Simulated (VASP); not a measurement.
Computed with PBEsol GGA, VASP's PBE PAW potentials (set 64) (plane waves; VASP).

VASP ran on this input.

### INCAR
```
! general
SYSTEM  = Ce
PREC    = Accurate
ENCUT   = 400
LREAL   = .False.
LASPH   = .True.

! electronic loop
EDIFF   = 1E-7
NELM    = 100
ALGO    = Normal
LMAXMIX = 6

! smearing
ISMEAR  = -5

! functional
GGA     = PS

! ions
ISIF    = 2

! output
LWAVE   = .False.
LCHARG  = .True.
LORBIT  = 11
NEDOS   = 601
```

**KPOINTS**
```
Automatic mesh
0
Gamma
15 15 8
0 0 0
```

### POSCAR
```
Ce
1
    1.5146846156    -3.0377803811     0.0000000000
    1.5146846156     3.0377803811    -0.0000000000
    0.0000000000    -0.0000000000     5.1250887941
Ce
2
Direct
  0.9032938226   0.0967061774   0.2500000000
  0.0967061774   0.9032938226   0.7500000000
```

POTCAR, in this order: Ce (PBE.64 set). Program: vasp_std.

The run wrote:

OUTCAR:
```
 ion  position               nearest neighbor table
   1  0.903  0.097  0.250-   2 2.82   2 2.82
   2  0.097  0.903  0.750-   1 2.82   1 2.82
  LATTYP: Found a base centered orthorhombic cell.
 ALAT       =     3.0293692312
 B/A-ratio  =     2.0055530701
 C/A-ratio  =     1.6918006367
 Subroutine PRICEL returns:
 Original cell was already a primitive cell.
 Subroutine GETGRP returns: Found  8 space group operations
The static configuration has the point symmetry C_2h.
 The point group associated with its full space group is D_2h.
The dynamic configuration has the point symmetry C_2h.
 Subroutine INISYM returns: Found  8 space group operations
 Subroutine IBZKPT returns following result:
 Found    320 irreducible k-points:

 Following reciprocal coordinates:
            Coordinates               Weight
  0.000000  0.000000  0.000000      1.000000
  0.066667 -0.000000  0.000000      4.000000
  0.133333 -0.000000  0.000000      4.000000
  0.200000 -0.000000  0.000000      4.000000
  0.266667 -0.000000  0.000000      4.000000
  0.333333 -0.000000  0.000000      4.000000
...
```

**OSZICAR**
```
       N       E                     dE             d eps       ncg     rms          rms(c)
DAV:   1     0.218036110575E+03    0.21804E+03   -0.84486E+03 10240   0.156E+03
DAV:   2     0.184633766771E+02   -0.19957E+03   -0.19797E+03 14728   0.325E+02
DAV:   3    -0.123494048631E+02   -0.30813E+02   -0.30608E+02 16752   0.125E+02
DAV:   4    -0.145033939605E+02   -0.21540E+01   -0.21475E+01 19512   0.377E+01
DAV:   5    -0.146238425229E+02   -0.12045E+00   -0.12012E+00 16160   0.819E+00    0.215E+01
DAV:   6    -0.137576402667E+02    0.86620E+00   -0.22955E+01 13784   0.328E+01    0.575E+00
DAV:   7    -0.134442525162E+02    0.31339E+00   -0.16760E+01 18096   0.309E+01    0.959E+00
DAV:   8    -0.131475913112E+02    0.29666E+00   -0.24935E+00 17304   0.123E+01    0.608E-01
DAV:   9    -0.131634052034E+02   -0.15814E-01   -0.20745E-01 19152   0.277E+00    0.555E-01
DAV:  10    -0.131678993215E+02   -0.44941E-02   -0.32257E-02 16872   0.114E+00    0.567E-01
DAV:  11    -0.131677900844E+02    0.10924E-03   -0.21782E-02 19104   0.127E+00    0.112E-01
DAV:  12    -0.131678669872E+02   -0.76903E-04   -0.16449E-03 17640   0.341E-01    0.272E-02
DAV:  13    -0.131678679940E+02   -0.10067E-05   -0.22088E-04 19536   0.105E-01    0.268E-02
DAV:  14    -0.131678805701E+02   -0.12576E-04   -0.55057E-05 17200   0.602E-02    0.175E-02
DAV:  15    -0.131678791239E+02    0.14463E-05   -0.10866E-05 19344   0.263E-02    0.246E-03
DAV:  16    -0.131678796337E+02   -0.50983E-06   -0.18671E-06 17712   0.823E-03    0.176E-03
DAV:  17    -0.131678796906E+02   -0.56933E-07   -0.45528E-07 16192   0.381E-03
   1 F= -.13167880E+02 E0= -.13167880E+02  d E =0.000000E+00
```

**OUTCAR**
```
------------------------ aborting loop because EDIFF is reached ----------------------------------------
  FORCE on cell =-STRESS in cart. coord.  units (eV):
  Direction    XX          YY          ZZ          XY          YZ          ZX
  --------------------------------------------------------------------------------------
  Total        0.0660501     -0.0626764      0.0069306      0.0000000      0.0000000      0.0000000
  in kB        2.2437475     -2.1291418      0.2354344      0.0000000      0.0000000      0.0000000
  external PRESSURE =       0.1166800 kB  Pullay stress =       0.0000000 kB
  volume of cell :       47.16
      direct lattice vectors                 reciprocal lattice vectors
     1.514684616 -3.037780381  0.000000000     0.330101722 -0.164593860  0.000000000
     1.514684616  3.037780381  0.000000000     0.330101722  0.164593860  0.000000000
     0.000000000  0.000000000  5.125088794     0.000000000  0.000000000  0.195118571
 POSITION                                       TOTAL-FORCE (eV/Angst)
 -----------------------------------------------------------------------------------
      1.51468     -2.45024      1.28127         0.000000      0.007560     -0.000000
      1.51468      2.45024      3.84382         0.000000     -0.007560      0.000000
 -----------------------------------------------------------------------------------
    total drift:                               -0.000000     -0.000000     -0.000000
  FREE ENERGIE OF THE ION-ELECTRON SYSTEM (eV)
  ---------------------------------------------------
  free  energy   TOTEN  =       -13.1678796906 eV

  energy  without entropy=      -13.1678796906  energy(sigma->0) =      -13.16787969

 total charge

# of ion       s       p       d       f       tot
--------------------------------------------------
    1        2.027   5.543   1.475   1.073  10.118
    2        2.027   5.543   1.475   1.073  10.118
--------------------------------------------------
tot          4.055  11.087   2.949   2.146  20.236
```
(Selected blocks of OUTCAR.)

For a metal the tetrahedron method with Blöchl corrections gives inexact stress and forces.

The structure comes from a measured Ce entry (Cmcm) of the Crystallography Open Database, whose conditions weren't checked. It was relaxed first. The run is not spin-polarised, so no magnetic state was tried.
